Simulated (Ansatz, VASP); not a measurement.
**InSbN2 in two plane-wave programs**

Aim: how closely do two programs agree when they are given the same cell, functional and k mesh? The cell is invented: As first built, before any earlier steps moved the atoms (in the runner's words): it takes the InGaN2 structure with some of its atoms replaced by other elements, volume scaled by an estimate. It may not be a known or stable phase. Of the first pair: The cell is a member of a volume series, scaled by 0.94 from a relaxed one, so a pressure remains. Valence electrons are named where the data sets of a main pair hold unlike numbers.

Calculated with Ansatz 0.2.0; plane waves, with VASP 6.6.1 beside it; single point at LDA.

### 1. Set-up

It takes space group P3m1 (No. 156, trigonal). Conventional cell: a = 3.715 Å, b = 3.715 Å, c = 5.085 Å, α = 90.00°, β = 90.00°, γ = 120.00°. Nearest to Sb lie 4 N at 2.07 to 2.16 Å. Nearest to In lie 4 N at 2.20 to 2.21 Å. Nearest to N lie 1 Sb at 2.07 Å and 3 In at 2.21 Å. Nearest to N lie 3 Sb at 2.16 Å and 1 In at 2.20 Å. As first built, before any earlier steps moved the atoms (in the runner's words): sites of the InGaN2 structure (space group 156) filled with other elements, volume scaled by an estimate. Farther neighbours and most contacts between anions are not listed.

Structure file:

```xyz
4
Lattice="3.7148 0.0000 0.0000 -1.8574 3.2171 0.0000 0.0000 0.0000 5.0855" Properties=species:S:1:pos:R:3 pbc="T T T"
Sb    1.8574    1.0724    2.6853
In    0.0000    0.0000    0.0674
N     1.8574    1.0724    0.6131
N     0.0000    0.0000    2.9484
```

### 2. VASP: single point, LDA, volume scaled by 0.94

A single point gives forces, pressure and levels at one fixed geometry, so differences don't come from the geometry; what else differs is listed under the comparison.

Lines of VASP's logs that name or quote its potential files are left out, and so is its time.

File INCAR:

```
SYSTEM = InSbN2
PREC = Accurate
ENCUT = 520
EDIFF = 1E-06
NELM = 100
ISMEAR = 0
SIGMA = 0.05
LREAL = .FALSE.
ALGO = Normal
GGA = CA
NBANDS = 20
LORBIT = 11
LWAVE = .FALSE.
LCHARG = .FALSE.
KPAR = 2
ISIF = 2
```

File POSCAR:

```
InSbN2
1.0
    3.7148418311      0.0000000000      0.0000000000
   -1.8574209156      3.2171464081      0.0000000000
    0.0000000000      0.0000000000      5.0854863776
Sb In N
1 1 2
Direct
    0.6666666700      0.3333333300      0.5280245363
    0.0000000000      0.0000000000      0.0132476140
    0.6666666700      0.3333333300      0.1205562738
    0.0000000000      0.0000000000      0.5797705760
```

File KPOINTS:

```
Automatic mesh
0
Gamma
6 6 4
0 0 0
```

Potentials, in the order of the species: Sb, In_d and N (LDA family, release 64).

Command:

```sh
$ mpirun -np 2 vasp_std
```

Numbers of over 12 decimals in the logs are rounded to 6 here.

Output:

```text
[banner, memory and clock lines left out]
running    2 mpi-ranks, on    1 nodes
 distrk:  each k-point on    1 cores,    2 groups
 distr:  one band on    1 cores,    1 groups

 POSCAR found type information on POSCAR SbInN
 POSCAR found :  3 types and       4 ions
 LDA part: xc-table for (Slater(with rela. corr.)+CA(PZ))
 , standard interpolation
 POSCAR, INCAR and KPOINTS ok, starting setup
 FFT: planning ... GRIDC
 FFT: planning ... GRID_SOFT
 FFT: planning ... GRID
 WAVECAR not read
 entering main loop
       N       E                     dE             d eps       ncg     rms          rms(c)
DAV:   1     0.245813153788E+03    0.24581E+03   -0.12729E+04   964   0.158E+03
DAV:   2     0.205655768668E+01   -0.24376E+03   -0.23382E+03  1048   0.390E+02
DAV:   3    -0.272531452149E+02   -0.29310E+02   -0.28282E+02  1220   0.130E+02
DAV:   4    -0.286324548473E+02   -0.13793E+01   -0.13572E+01  1148   0.286E+01
DAV:   5    -0.286809765207E+02   -0.48522E-01   -0.48485E-01  1356   0.554E+00    0.135E+01
DAV:   6    -0.246070190313E+02    0.40740E+01   -0.22714E+01  1436   0.497E+01    0.914E+00
DAV:   7    -0.245014896482E+02    0.10553E+00   -0.17325E+00  1076   0.118E+01    0.308E+00
DAV:   8    -0.244594093528E+02    0.42080E-01   -0.27960E-01  1268   0.396E+00    0.984E-01
DAV:   9    -0.244427921541E+02    0.16617E-01   -0.38104E-02  1472   0.246E+00    0.367E-01
DAV:  10    -0.244418108926E+02    0.98126E-03   -0.40089E-03  1220   0.545E-01    0.175E-01
DAV:  11    -0.244417728369E+02    0.38056E-04   -0.24975E-03  1284   0.420E-01    0.912E-02
DAV:  12    -0.244416807582E+02    0.92079E-04   -0.37941E-04  1308   0.217E-01    0.400E-02
DAV:  13    -0.244416822875E+02   -0.15293E-05   -0.42596E-05  1096   0.460E-02    0.885E-03
DAV:  14    -0.244416820803E+02    0.20717E-06   -0.70415E-06  1276   0.227E-02
   1 F= -.24441682E+02 E0= -.24441230E+02  d E =-.903414E-03
```

Parts of OUTCAR (step 2):

```text
ion  position               nearest neighbor table
   1  0.667  0.333  0.528-   3 2.07   4 2.16   4 2.16   4 2.16   2 3.27   2 3.27   2 3.27   2 3.38
                             2 3.38   2 3.38
   2  0.000  0.000  0.013-   4 2.20   3 2.21   3 2.21   3 2.21   4 2.88   1 3.27   1 3.27   1 3.27
                             1 3.38   1 3.38   1 3.38
   3  0.667  0.333  0.121-   1 2.07   2 2.21   2 2.21   2 2.21
   4  0.000  0.000  0.580-   1 2.16   1 2.16   1 2.16   2 2.20   2 2.88

  LATTYP: Found a hexagonal cell.
 ALAT       =     3.7148418311
 C/A-ratio  =     1.3689644429

 Subroutine GETGRP returns: Found  6 space group operations
 (whereof  6 operations were pure point group operations)

The static configuration has the point symmetry C_3v.

 Found     24 irreducible k-points:

   k-points           NKPTS =     24   k-points in BZ     NKDIM =     24   number of bands    NBANDS=     20

   dimension x,y,z NGX =    28 NGY =   28 NGZ =   40
   dimension x,y,z NGXF=    56 NGYF=   56 NGZF=   80

   ENCUT  =  520.0 eV  38.22 Ry    6.18 a.u.   6.91  6.91  9.46*2*pi/ulx,y,z

   NELECT =      28.0000    total number of electrons

 k-points in reciprocal lattice and weights: Automatic mesh
   0.00000000  0.00000000  0.00000000       0.007
   0.16666667  0.00000000  0.00000000       0.042
   0.33333333  0.00000000  0.00000000       0.042
   0.50000000  0.00000000  0.00000000       0.021
   0.16666667  0.16666667  0.00000000       0.042
   0.33333333  0.16666667  0.00000000       0.083
   0.33333333  0.33333333  0.00000000       0.014
   0.00000000  0.00000000  0.25000000       0.014
   0.16666667  0.00000000  0.25000000       0.042
[...]
0.33333333  0.16666667  0.50000000       0.083
   0.33333333  0.33333333  0.50000000       0.014

 average (electrostatic) potential at core
       1 -85.1049       2 -92.2076       3 -60.1518       4 -60.0124

 E-fermi :   9.2078

 k-point     1 :       0.0000    0.0000    0.0000
  band No.  band energies     occupation
    ...
     11       4.3680      2.00000
     12       6.2488      2.00000
     13       6.3715      2.00000
     14       6.3715      2.00000
     15       7.9186      2.00000
     16      12.0752      0.00000
     17      12.0752      0.00000
     18      14.1320      0.00000
     19      15.8072      0.00000
     20      15.8072      0.00000

 k-point     2 :       0.1667    0.0000    0.0000
  band No.  band energies     occupation
    ...
     11       4.5471      2.00000
     12       6.0379      2.00000
     13       6.1906      2.00000
     14       6.9188      2.00000
     15       9.0374      2.00000
     16      11.3994      0.00000
     17      12.8638      0.00000
     18      13.8914      0.00000
     19      14.7263      0.00000
     20      16.0889      0.00000

 k-point     3 :       0.3333    0.0000    0.0000
  band No.  band energies     occupation
    ...
     10       3.0647      2.00000
     11       3.2366      2.00000
     12       5.3118      2.00000
     13       5.7892      2.00000
     14       7.6687      2.00000
     15      10.1074      0.00000
     16      11.7771      0.00000
     17      12.9045      0.00000
     18      14.2090      0.00000
     19      14.4825      0.00000
    ...

  Total        3.2957737      3.2957716      3.3880266     -0.0000000      0.0000000     -0.0000000
  in kB       86.8809007     86.8808473     89.3128090     -0.0000000      0.0000000     -0.0000000
  external PRESSURE =      87.6915190 kB  Pullay stress =       0.0000000 kB

  energy-cutoff  :      520.00
  volume of cell :       60.78
      direct lattice vectors                 reciprocal lattice vectors
     3.714841831  0.000000000  0.000000000     0.269190465  0.155417235  0.000000000
    -1.857420916  3.217146408  0.000000000     0.000000000  0.310834470  0.000000000
     0.000000000  0.000000000  5.085486378     0.000000000  0.000000000  0.196638026

 POSITION                                       TOTAL-FORCE (eV/Angst)
 -----------------------------------------------------------------------------------
      1.85742      1.07238      2.68526         0.000000      0.000000      0.363175
      0.00000      0.00000      0.06737        -0.000000      0.000000      0.044830
      1.85742      1.07238      0.61309         0.000000      0.000000     -0.201998
      0.00000      0.00000      2.94842        -0.000000      0.000000     -0.206008
 -----------------------------------------------------------------------------------
    total drift:                               -0.000013      0.000026      0.000566

  FREE ENERGIE OF THE ION-ELECTRON SYSTEM (eV)
  ---------------------------------------------------
  free  energy   TOTEN  =       -24.4416820803 eV

  energy  without entropy=      -24.4407786660  energy(sigma->0) =      -24.44123037

 total charge
# of ion       s       p       d       tot
------------------------------------------
    1        1.239   1.088   0.132   2.459
    2        0.780   0.709   9.975  11.464
    3        1.254   2.360   0.000   3.614
    4        1.337   2.308   0.000   3.645
--------------------------------------------------
tot          4.611   6.464  10.108  21.183

[... 3 further parts left out ...]
```

The k-mesh is coarse for a metal. The scan keeps the cell's shape and the fractional positions fixed.

### 3. Ansatz: single point, LDA, volume scaled by 0.94

Ansatz runs on its default PAW (the set named soft_2) files.

The same cell, functional (in two slightly different forms), mesh and smearing now go to Ansatz, which takes its cutoff from its data sets.

File input.yaml:

```yaml
crystal:
  lattice:
    - [3.7148418311, 0.0, 0.0]
    - [-1.8574209156, 3.2171464081, 0.0]
    - [0.0, 0.0, 5.0854863776]
  atoms:
    - { symbol: Sb, position: [0.66666667, 0.33333333, 0.5280245363] }
    - { symbol: In, position: [0.0, 0.0, 0.013247614] }
    - { symbol: "N", position: [0.66666667, 0.33333333, 0.1205562738] }
    - { symbol: "N", position: [0.0, 0.0, 0.579770576] }
hamiltonian:
  xc: lda
  pseudopotentials: { kind: paw }
kpoints:
  mp_grid: { grid: [6, 6, 4] }
scf:
  occupations: { method: gaussian, width: 0.05 }
  n_extra_bands: 5
output:
  forces: true
  stress: true
  eigenvalues: true
  write_density: true
  write_potential: true
  elf: true
  volumetric_format: npy
```

Command:

```sh
$ ansatz run input.yaml --threads 2 --pin off --max-ram 4608MiB --backend cpu --events-out ev --progress --plain --runs-dir out
```

Output:

```text
scf.n_extra_bands = 5 over 19 filled bands (N_el = 38.0): the run solves 24 bands
Engine: ansatz 0.2.0, x86_64-unknown-linux-gnu
Pseudopotentials: kind: paw
Pseudopotential: Sb, paw, valence charge 15, recommended cutoff 420 eV (normal), Sb.paw.azcp
Pseudopotential: In, paw, valence charge 13, recommended cutoff 420 eV (normal), In.paw.azcp
Pseudopotential: N, paw, valence charge 5, recommended cutoff 420 eV (normal), N.paw.azcp
Functional definition: SPW92
  exchange = slater_x
  correlation = pw_c
Crystal: 4 atoms, lattice volume = 60.778 Å³
Basis set: ecut = 420 eV, 1205 PW (Γ)
Bands: 24, of which v1, the nominal top of the filled ones, is band 19 counted from 1 (18 counted from 0)
Symmetry: 6 space group operations
Space group: P3m1 (ITA 156), of the structure as read, at distance tolerance 3.9e-5 Å
k-points: 24 of 144 (time reversal used)
Non-local potential: Sb, projectors of the file, l = 0: 2, l = 1: 2, l = 2: 2, l = 3: 2
Non-local potential: In, projectors of the file, l = 0: 2, l = 1: 2, l = 2: 2, l = 3: 2
Non-local potential: N, projectors of the file, l = 0: 2, l = 1: 2, l = 2: 1
PAW form: soft (Blöchl's): semilocal exchange-correlation on the pseudo side does not see the compensation charge
PAW frozen core: Sb, regenerated for the run's functional, and the local potential with it (the file was generated under x = pbe(κ = 0.804, μ = 0.219515), c = pbe(β = 0.066725))
PAW frozen core: In, regenerated for the run's functional, and the local potential with it (the file was generated under x = pbe(κ = 0.804, μ = 0.219515), c = pbe(β = 0.066725))
PAW frozen core: N, regenerated for the run's functional, and the local potential with it (the file was generated under x = pbe(κ = 0.804, μ = 0.219515), c = pbe(β = 0.066725))
PAW one-centre angular grid: Sb, 590 points (default); XC on 64 Gauss nodes
PAW one-centre angular grid: In, 590 points (default); XC on 64 Gauss nodes
PAW one-centre angular grid: N, 110 points (default); XC on 64 Gauss nodes
Initial density: superposition of atomic densities (neutral atoms: chi_scale 0, normalization atom), corrected by the library's trained network
Initial wavefunctions: pseudopotential atomic-orbital guess
Functional: x = slater, c = lda
SCF iter   1: F=—  HF=-12538.888032 eV  |F-HF|=—  |Δ(HF+E_count)|=         —  Δρ=1.59e-2  dr2=1.59e-1  ethr=1.77e-3  ⟨swp⟩=6.2  Hψ=2796  notcnv=0
preconditioner: auto → Resta (q_TF=auto, 2.523 Å⁻¹)  ε∞=4.5  [insulator: Δε(μ)=0.335 eV  Ē_g=13.537 eV  σ=0.050 eV  W_gap=0.91  n_scr=22 (ndim 8)  ℏωp=25.2 eV  f_vac=0.003  D(μ)=0.78/eV (n_scr^D=2)  ε∞_Penn≈4.5]
SCF iter   2: F=—  HF=-12538.855296 eV  |F-HF|=—  |Δ(HF+E_count)|=   3.27e-2  Δρ=7.17e-3  dr2=3.39e-2  ethr=4.19e-4  ⟨swp⟩=2.0  Hψ=854  notcnv=0  defer=23
SCF iter   3: F=—  HF=-12538.846561 eV  |F-HF|=—  |Δ(HF+E_count)|=   8.73e-3  Δρ=1.12e-3  dr2=9.32e-4  ethr=8.91e-5  ⟨swp⟩=2.0  Hψ=794  notcnv=0  defer=23
SCF iter   4: F=—  HF=-12538.846245 eV  |F-HF|=—  |Δ(HF+E_count)|=   3.17e-4  Δρ=2.14e-4  dr2=3.87e-5  ethr=2.45e-6  ⟨swp⟩=2.0  Hψ=809  notcnv=0  defer=23
SCF iter   5: F=—  HF=-12538.846237 eV  |F-HF|=—  |Δ(HF+E_count)|=   7.99e-6  Δρ=5.76e-5  dr2=4.50e-6  ethr=1.02e-7  ⟨swp⟩=2.0  Hψ=894  notcnv=0  defer=23
SCF iter   6: F=—  HF=-12538.846235 eV  |F-HF|=—  |Δ(HF+E_count)|=   1.17e-6  Δρ=1.62e-5  dr2=3.77e-7  ethr=1.18e-8  ⟨swp⟩=2.2  Hψ=729  notcnv=0  defer=23
SCF iter   7: F=-12538.846235 eV  HF=-12538.846235 eV  |F-HF|=4.07e-9  |Δ(HF+E_count)|=   7.45e-8  Δρ=3.97e-6  dr2=1.23e-8  ethr=2.63e-10  ⟨swp⟩=13.0  Hψ=4306  notcnv=0
SCF 1 converged in 7 iterations: F = -12538.846235 eV  dr2 = 1.23e-8
  greatest PAW one-centre occupation: 0.999 electrons in one spin orbital (limit 2), on the Sb atom at site 0 (counted from 0), in its partial waves of l = 2
SCF converged after 7 iterations
Free energy (F): -12538.846235 eV
Harris-Foulkes:  -12538.846235 eV  (|F-HF|=4.07e-9)
Internal energy: -12538.845332 eV  (E = F + TS)
E sigma→0 (E₀):  -12538.845784 eV
Entropy (-TS):   -0.000903 eV (-0.226 meV/atom)
Fermi energy:    12.314146 eV
--- Per-component energies (eV) ---
  E_band       = -116.716196
  E_kinetic    = 715.078365
  E_local      = -2867.008228  (includes V_loc(G=0)·N_el)
  E_nonlocal   = 835.727968
  E_hartree    = 1197.137017
  E_xc         = -471.075537
  E_vxc        = -351.536811  (∫ρ·V_xc dr)
  E_paw        = -8680.891321  (= ΣΔE_a)
  E_vpaw       = -843.254422  (= ΣTr[D̂ρ^β])
  E_aug_tail   = 0.000189  (compensation charges beyond the density's cutoff)
  E_ewald      = -3268.817233
  E_core_change = 1.003448  (= ΣΔE_core)
  E_smearing   = -0.000903  (= −TS)
  E_closure    = -0.000000  (closes the sum)
  Σ components = -12538.846235   (vs F -12538.846235, Δ=0.00e0)
--- Forces (eV/Å), atoms counted from 1 ---
  atom   1  Sb     0.00000000     0.00000000     0.24404122
  atom   2  In     0.00000000     0.00000000     0.05382086
  atom   3  N      0.00000000     0.00000000    -0.10698793
  atom   4  N     -0.00000000     0.00000000    -0.19088477
  max |Σ_I F_I| component: 1.06e-5 eV/Å
--- Stress (GPa, compression-positive) ---
        8.227389       0.000000      -0.000000
        0.000000       8.227389       0.000000
       -0.000000       0.000000       8.168769
  P = ⅓ Tr σ = 8.2078 GPa (82.078 kbar)
--- Band table (eV; the first three rows and the last of 24) ---
  k-point 0: bands = [... 15 lower, 7.5083, 9.3947, 9.5100, 9.5100, 11.0288, 15.2192, 15.2192, 17.2912, ... 1 higher]
  k-point 1: bands = [... 15 lower, 7.6482, 9.3795, 9.3795, 9.6126, 11.8777, 15.1306, 15.1306, 16.4729, ... 1 higher]
  k-point 2: bands = [... 15 lower, 7.8176, 9.2169, 9.2169, 10.0994, 12.8013, 15.0670, 15.0670, 15.3091, ... 1 higher]
  k-point 23: bands = [... 15 lower, 6.6700, 8.5454, 9.5372, 13.2929, 14.2497, 14.3631, 15.4546, 16.1617, ... 1 higher]
```

It took 3.8 s on 2 threads of AMD EPYC 7R43, shared host; peak memory 0.41 GiB.

In the SCF lines HF is the Harris–Foulkes energy and dr2 the Hartree energy of the density residual, in eV; the loop may stop once dr2 is under the threshold and the program's other checks hold. Hψ counts applications of the Hamiltonian.

The run ends at a pressure of 8.21 GPa, with forces up to 0.24 eV/Å.

### 4. Differences

Known differences besides the potentials themselves: the two LDA forms differ slightly; the data sets hold 38 valence electrons in Ansatz (on its default PAW (the set named soft_2) files) and 28 in VASP; the cutoff is 420 eV in Ansatz and 520 eV in VASP; VASP's log shows a relativistic correction to its local exchange, Ansatz's none. Total energies have different zeros and are not compared.

Compared:

```tsv
quantity	Ansatz	VASP	difference
pressure (GPa)	8.21	8.77	-0.56
pressure without Ansatz's Pulay correction (GPa)	7.74	8.77	-1.03
```

Forces (eV/Å; atoms numbered as in POSCAR):

```tsv
atom	Ansatz x, y, z	VASP x, y, z
Sb1	0.000, 0.000, 0.244	0.000, 0.000, 0.363
In2	0.000, 0.000, 0.054	0.000, 0.000, 0.045
N3	0.000, 0.000, -0.107	0.000, 0.000, -0.202
N4	0.000, 0.000, -0.191	0.000, 0.000, -0.206
```

The forces differ by 44 meV/Å r.m.s., which is 32.9 % of the r.m.s. force of 0.135 eV/Å (both taken over all components). Ansatz's pressure holds a Pulay correction of 0.47 GPa; VASP's holds none.

### 5. What the set-up changes

Further runs change the set-up of one program: Ansatz's method, potentials or start, or VASP's data sets, cutoff or form of LDA. The table gives Ansatz less VASP for each quantity, since a change that brings one quantity closer may part another.

```tsv
run	r.m.s. force difference (meV/Å)	pressure (GPa)	pressure without Ansatz's Pulay correction (GPa)
as above	44	-0.56	-1.0
cores kept as stored	44	-0.49	-0.94
Ansatz's larger PAW set (cutoff 900 eV)	42	-0.52	-0.65
norm-conserving potentials (cutoff 1143 eV)	21	-0.18
```

### 6. Ansatz: single point, LDA, volume scaled by 0.98

A single point gives forces, pressure and levels at one fixed geometry, so differences don't come from the geometry; what else differs is listed under the comparison. The cell compared in this pair holds 63.36 Å³, against 60.78 Å³ for the pair before.

The cell is a member of a volume series, scaled by 0.98 from a relaxed one, so a pressure remains.

Changes to input.yaml since step 3:

```diff
@@ -2,5 +2,5 @@
   lattice:
-    - [3.7148418311, 0.0, 0.0]
-    - [-1.8574209156, 3.2171464081, 0.0]
-    - [0.0, 0.0, 5.0854863776]
+    - [3.7668043908, 0.0, 0.0]
+    - [-1.8834021955, 3.262147291, 0.0]
+    - [0.0, 0.0, 5.1566212742]
   atoms:
```

Output:

```text
[...]
Crystal: 4 atoms, lattice volume = 63.364 Å³
Basis set: ecut = 420 eV, 1265 PW (Γ)
Bands: 24, of which v1, the nominal top of the filled ones, is band 19 counted from 1 (18 counted from 0)
Symmetry: 6 space group operations
[...]
k-points: 24 of 144 (time reversal used)
[...]
k-point 0: bands = [... 15 lower, 6.9860, 8.8036, 8.9091, 8.9091, 10.2330, 14.4212, 14.4212, 16.4650, ... 1 higher]
  k-point 1: bands = [... 15 lower, 7.1186, 8.7834, 8.7834, 8.9018, 11.1071, 14.3415, 14.3415, 15.6457, ... 1 higher]
  k-point 2: bands = [... 15 lower, 7.2784, 8.6268, 8.6268, 9.3265, 12.0136, 14.2839, 14.2839, 14.4985, ... 1 higher]
  k-point 23: bands = [... 15 lower, 6.2273, 7.9801, 8.9487, 12.5342, 13.3270, 13.4812, 14.7500, 15.4386, ... 1 higher]
[key lines of the parts left out:]
SCF converged after 7 iterations
Free energy (F): -12538.928442 eV
Fermi energy:    11.530024 eV
P = ⅓ Tr σ = 2.2096 GPa (22.096 kbar)
```

Wall time 3.4 s (2 threads); peak memory 0.42 GiB; 5.9 s of CPU time.

The run ends at a pressure of 2.21 GPa, with forces up to 0.043 eV/Å.

[end of part 1 of 2]

[Lines on the potential files, build, host, timing and source positions are cut from VASP's logs without a mark.]

[Logs are printed without paths, hosts, clocks, repeated set-up lines and the standing remarks that a program may print on its own settings, such as how far it seeks lower states.]

[Hosts, paths, dates, database ids (printed as entryN), source tags and the programs' standing remarks are cut or masked in the printed files.]
